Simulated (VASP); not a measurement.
# CaBeF3 (Pm-3m) in VASP: single point with PBE

Aim: the single point of CaBeF3 with PBE.

All numbers are computed with VASP 6.6.1; they aren't measurements. Logs are shortened: lines on timing, memory, paths and dates and some standing lists are left out, and cuts for length are marked.

### Step 1. Starting point

The structure is cubic, space group Pm-3m (No. 221). Conventional cell: a = 3.848 Å, b = 3.848 Å, c = 3.848 Å, α = 90.00°, β = 90.00°, γ = 90.00°. F (site symmetry 4/mmm) has 2 Ca at 1.92 Å as nearest neighbours. Around Be (site symmetry m-3m) lie 12 F at 2.72 Å. Ca (site symmetry m-3m) is surrounded by 6 F at 1.92 Å.

The cell was built by a generator and needn't be a form met in nature.

### Step 2. Single point, PBE

Input file INCAR:

```
SYSTEM = CaBeF3
PREC     = Accurate       ! precision mode
ENCUT    = 520            ! plane-wave cutoff, eV
EDIFF    = 1E-6           ! SCF threshold, eV
ISMEAR   = -1             ! smearing method
SIGMA    = 0.117          ! smearing width, eV
LREAL    = .False.        ! projectors in reciprocal space
LASPH    = .True.         ! aspherical terms in the spheres
NELM     = 100            ! most SCF steps
ALGO     = Normal         ! electronic algorithm
ISIF     = 2              ! what is computed and relaxed
LWAVE    = .False.        ! write WAVECAR
LCHARG   = .False.        ! write CHGCAR
GGA      = PE             ! functional
NBANDS   = 24             ! bands
```

Input file KPOINTS:

```
Automatic mesh
0
Gamma
  9 9 9
  0 0 0
```

Input file POSCAR:

```
CaBeF3
1.0
    3.8483500000      0.0000000000      0.0000000000
    0.0000000000      3.8483500000      0.0000000000
    0.0000000000      0.0000000000      3.8483500000
F Be Ca
3 1 1
Direct
    0.0000000000      0.5000000000      0.5000000000
    0.5000000000      0.0000000000      0.5000000000
    0.5000000000      0.5000000000      0.0000000000
    0.0000000000      0.0000000000      0.0000000000
    0.5000000000      0.5000000000      0.5000000000
```

Potentials or basis: VASP PAW PBE potentials, release 64 (F, Be, Ca_sv).

Launch:

```sh
$ cat potpaw_PBE.64/F/POTCAR potpaw_PBE.64/Be/POTCAR potpaw_PBE.64/Ca_sv/POTCAR > POTCAR
$ mpirun -np 1 vasp_std > vasp.out
```

OUTCAR:

```text
SYSTEM = CaBeF3
   PREC = Accurate
   ENCUT = 520
   EDIFF = 1E-6
   ISMEAR = -1
   LREAL = .False.
   LASPH = .True.
   NELM = 100
   ISIF = 2
   GGA = PE

 ion  position               nearest neighbor table
   1  0.000  0.500  0.500-   5 1.92   5 1.92
   2  0.500  0.000  0.500-   5 1.92   5 1.92
   3  0.500  0.500  0.000-   5 1.92   5 1.92
   4  0.000  0.000  0.000-
   5  0.500  0.500  0.500-   1 1.92   2 1.92   3 1.92   3 1.92   2 1.92   1 1.92

  LATTYP: Found a simple cubic cell.
 ALAT       =     3.8483500000

  Lattice vectors:

 A1 = (   3.8483500000,   0.0000000000,   0.0000000000)
 A2 = (   0.0000000000,   3.8483500000,   0.0000000000)
 A3 = (   0.0000000000,   0.0000000000,   3.8483500000)

Analysis of symmetry for initial positions (statically):
=====================================================================
 Subroutine PRICEL returns:
 Original cell was already a primitive cell.

 Routine SETGRP: Setting up the symmetry group for a
 simple cubic supercell.

 Subroutine GETGRP returns: Found 48 space group operations
 (whereof 48 operations were pure point group operations)
 out of a pool of 48 trial point group operations.

The static configuration has the point symmetry O_h .

Analysis of symmetry for dynamics (positions and initial velocities):
=====================================================================
 Subroutine PRICEL returns:
 Original cell was already a primitive cell.

 Routine SETGRP: Setting up the symmetry group for a
 simple cubic supercell.

 Subroutine GETGRP returns: Found 48 space group operations
 (whereof 48 operations were pure point group operations)
 out of a pool of 48 trial point group operations.

The dynamic configuration has the point symmetry O_h .

 Subroutine INISYM returns: Found 48 space group operations
 (whereof 48 operations are pure point group operations),
 and found     1 'primitive' translations

----------------------------------------------------------------------------------------

                                     Primitive cell

  volume of cell :      56.9933

  direct lattice vectors                    reciprocal lattice vectors
     3.848350000  0.000000000  0.000000000     0.259851625  0.000000000  0.000000000
     0.000000000  3.848350000  0.000000000     0.000000000  0.259851625  0.000000000
     0.000000000  0.000000000  3.848350000     0.000000000  0.000000000  0.259851625

  length of vectors
     3.848350000  3.848350000  3.848350000     0.259851625  0.259851625  0.259851625

  position of ions in fractional coordinates (direct lattice)
     0.000000000  0.500000000  0.500000000
     0.500000000  0.000000000  0.500000000
     0.500000000  0.500000000  0.000000000
     0.000000000  0.000000000  0.000000000
     0.500000000  0.500000000  0.500000000

  ion indices of the primitive-cell ions
   primitive index   ion index
                 1           1
                 2           2
                 3           3
                 4           4
                 5           5

----------------------------------------------------------------------------------------

 KPOINTS: Automatic mesh

Automatic generation of k-mesh.
 Grid dimensions read from file:
 generate k-points for:    9    9    9

 Generating k-lattice:

  Cartesian coordinates                     Fractional coordinates (reciprocal lattice)
     0.028872403  0.000000000  0.000000000     0.111111111  0.000000000  0.000000000
     0.000000000  0.028872403  0.000000000     0.000000000  0.111111111  0.000000000
     0.000000000  0.000000000  0.028872403     0.000000000  0.000000000  0.111111111

  Length of vectors
     0.028872403  0.028872403  0.028872403

  Shift w.r.t. Gamma in fractional coordinates (k-lattice)
     0.000000000  0.000000000  0.000000000

 Subroutine IBZKPT returns following result:
 ===========================================

 Found     35 irreducible k-points:

 Following reciprocal coordinates:
            Coordinates               Weight
  0.000000  0.000000  0.000000      1.000000
  0.111111  0.000000  0.000000      6.000000
  0.222222  0.000000  0.000000      6.000000
  0.333333  0.000000  0.000000      6.000000
  0.444444  0.000000  0.000000      6.000000
  0.111111  0.111111  0.000000     12.000000
[... 16 lines left out ...]
  0.333333  0.333333  0.111111     24.000000
  0.444444  0.333333  0.111111     48.000000
 [... further k-points ...]
   k-points           NKPTS =     35   k-points in BZ     NKDIM =     35   number of bands    NBANDS=     24
   number of dos      NEDOS =    301   number of ions     NIONS =      5
   total plane-waves  NPLWV =  27000
   dimension x,y,z NGX =    30 NGY =   30 NGZ =   30
   dimension x,y,z NGXF=    60 NGYF=   60 NGZF=   60
   ions per type =               3   1   1
   NGX,Y,Z   is equivalent  to a cutoff of  12.96, 12.96, 12.96 a.u.
   NGXF,Y,Z  is equivalent  to a cutoff of  25.92, 25.92, 25.92 a.u.
 SYSTEM =  CaBeF3
   PREC   = accura    normal or accurate (medium, high low for compatibility)
   ISTART =      0    job   : 0-new  1-cont  2-samecut
   ICHARG =      2    charge: 1-file 2-atom 10-const
   ISPIN  =      1    spin polarized calculation?
   LNONCOLLINEAR =      F non collinear calculations
   LSORBIT =      F    spin-orbit coupling
   LASPH  =      T    aspherical Exc in radial PAW
   ENCUT  =  520.0 eV  38.22 Ry    6.18 a.u.   7.16  7.16  7.16*2*pi/ulx,y,z
   NELM   =    100;   NELMIN=  2; NELMDL= -5     # of ELM steps
   EDIFF  = 0.1E-05   stopping-criterion for ELM
   LREAL  =      F    real-space projection
   EDIFFG = 0.1E-04   stopping-criterion for IOM
   NSW    =      0    number of steps for IOM
   IBRION =     -1    ionic relax: 0-MD 1-quasi-New 2-CG
   NFREE  =      0    steps in history (QN), initial steepest desc. (CG)
   ISIF   =      2    stress and relaxation
   ISYM   =      2    0-nonsym 1-usesym 2-fastsym
   POTIM  = 0.5000    time-step for ionic-motion
   TEBEG  =    0.0;   TEEND  =   0.0 temperature during run
   PSTRESS=    0.0 pullay stress
   NELECT =      33.0000    total number of electrons
   NUPDOWN=      -1.0000    fix difference up-down
   EMIN   =  10.00;   EMAX   =-10.00  energy-range for DOS
   EFERMI =   0.00;   METHOD = LEGACY
   ISMEAR =    -1;   SIGMA  =   0.12  broadening in eV -4-tet -1-fermi 0-gaus
   EFERMI_NEDOS =   21; number of points for ismear=-14 and -15
   IALGO  =     38    algorithm
   IMIX   =      4    mixing-type and parameters
     AMIX     =   0.40;   BMIX     =  1.00
     AMIX_MAG =   1.60;   BMIX_MAG =  1.00
  volume/ion in A,a.u.               =      11.40        76.92
  Fermi-wavevector in a.u.,A,eV,Ry     =   1.364494  2.578519 25.331918  1.861843
  Thomas-Fermi vector in A             =   2.490805
   LORBIT       =      0    0 simple, 1 ext, 2 COOP (PROOUT), +10 PAW based schemes
   GGA     = PE    functional components
   LHFCALC =     F    Hartree Fock is set to
   AEXX    =    0.0000 exact exchange contribution
   IVDW    =     0    specifies the selected vdW correction
   LEPSILON=     F    determine dielectric tensor
   LRPA    =     F    only Hartree local field effects (RPA)
 non-spin polarized calculation
  energy-cutoff  :      520.00
  volume of cell :       56.99
 maximum number of plane-waves:      1552
 NGX is ok and might be reduce to    30
   NGX = 15   NGY = 15   NGZ = 15

 number of electron      33.0000039 magnetization

 Free energy of the ion-electron system (eV)
  ---------------------------------------------------
  ext. energy  EPLUGINS =         0.00000000
  ---------------------------------------------------
  free energy    TOTEN  =       -18.20184647 eV

  energy without entropy =      -18.12513116  energy(sigma->0) =      -18.16348882

 E-fermi :   3.3948     XC(G=0): -10.0716

 val. band max:        3.3698327633   @ k =   0.3333   0.2222   0.2222
 cond. band min:       3.3950475196   @ k =   0.3333   0.3333   0.3333
 fundamental gap:      0.0252147563
 Fermi energy:         3.3947950977

 k-point     1 :       0.0000    0.0000    0.0000
  band No.  band energies     occupation
      1     -33.7357      2.00000
      2     -20.5120      2.00000
      3     -20.5120      2.00000
      4     -20.3860      2.00000
      5     -15.5112      2.00000
      6     -15.5112      2.00000
[... 16 lines left out ...]
     23      10.2338      0.00000
     24      12.1443      0.00000

 k-point     2 :       0.1111    0.0000    0.0000
  band No.  band energies     occupation
      1     -33.7281      2.00000
      2     -20.6515      2.00000
      3     -20.5106      2.00000
      4     -20.4122      2.00000
      5     -15.5064      2.00000
      6     -15.5064      2.00000
[... 16 lines left out ...]
     23      10.4879      0.00000
     24      12.3024      0.00000

 k-point     3 :       0.2222    0.0000    0.0000
  band No.  band energies     occupation
      1     -33.7088      2.00000
      2     -21.0112      2.00000
      3     -20.5069      2.00000
      4     -20.4170      2.00000
      5     -15.4942      2.00000
      6     -15.4942      2.00000
[... 16 lines left out ...]
     23      11.1098      0.00000
     24      12.7333      0.00000
[... 514 lines left out ...]
 k-point    23 :       0.3333    0.3333    0.1111
  band No.  band energies     occupation
      1     -33.6301      2.00000
      2     -21.3533      2.00000
      3     -21.3369      2.00000
      4     -20.6128      2.00000
      5     -15.1597      2.00000
      6     -13.6870      2.00000
[... 16 lines left out ...]
     23      12.6138      0.00000
     24      14.7576      0.00000

 k-point    24 :       0.4444    0.3333    0.1111
  band No.  band energies     occupation
      1     -33.6155      2.00000
      2     -21.5494      2.00000
      3     -21.3403      2.00000
      4     -20.6095      2.00000
      5     -15.1513      2.00000
      6     -13.6750      2.00000
[... 16 lines left out ...]
     23      13.0284      0.00000
     24      14.6386      0.00000

 [... further k-points ...]

------------------------ aborting loop because EDIFF is reached ----------------------------------------

  FORCE on cell =-STRESS in cart. coord.  units (eV):
  Direction    XX          YY          ZZ          XY          YZ          ZX
  --------------------------------------------------------------------------------------
  -------------------------------------------------------------------------------------
  Total       18.8951183     18.8951183     18.8951183     -0.0000000      0.0000000      0.0000000
  in kB      531.1736323    531.1736323    531.1736323     -0.0000000      0.0000000      0.0000000
  external PRESSURE =     531.1736323 kB  Pullay stress =       0.0000000 kB

 VOLUME and BASIS-vectors are now :
 -----------------------------------------------------------------------------
  energy-cutoff  :      520.00
  volume of cell :       56.99
      direct lattice vectors                 reciprocal lattice vectors
     3.848350000  0.000000000  0.000000000     0.259851625  0.000000000  0.000000000
     0.000000000  3.848350000  0.000000000     0.000000000  0.259851625  0.000000000
     0.000000000  0.000000000  3.848350000     0.000000000  0.000000000  0.259851625

 POSITION                                       TOTAL-FORCE (eV/Angst)
 -----------------------------------------------------------------------------------
      0.00000      1.92417      1.92417         0.000000      0.000000      0.000000
      1.92417      0.00000      1.92417         0.000000      0.000000      0.000000
      1.92417      1.92417      0.00000         0.000000      0.000000      0.000000
      0.00000      0.00000      0.00000         0.000000      0.000000      0.000000
      1.92417      1.92417      1.92417         0.000000      0.000000      0.000000
 -----------------------------------------------------------------------------------
    total drift:                                0.000000      0.000000     -0.000000

  FREE ENERGIE OF THE ION-ELECTRON SYSTEM (eV)
  ---------------------------------------------------
  free  energy   TOTEN  =       -18.2018464730 eV

  energy  without entropy=      -18.1251311612  energy(sigma->0) =      -18.16348882
```

Run time: 23 s. Hardware: 1 thread of AMD EPYC 9R45 (Zen 5), shared host; peak memory 0.16 GiB.

What came out:

| Property | Result |
| --- | --- |
| Free energy | -18.2018 eV |
| Pressure | 53.1 GPa |
| Band gap on the k mesh | none (metal or under the smearing width) |

Levels at points of the mesh, in eV from the Fermi level:
```tsv
k point	band 15	band 16	band 17	band 18	band 19	band 20
(0.00, 0.00, 0.00)	-3.35	-3.35	-2.24	4.66	4.66	4.66
```

Caveat: a pressure of tens of GPa on the cell as given is suspect, and the run, the potentials or the cell itself is likely at fault; an odd number of electrons without spin polarisation forces a metal; a magnetic or distorted state may lie lower.
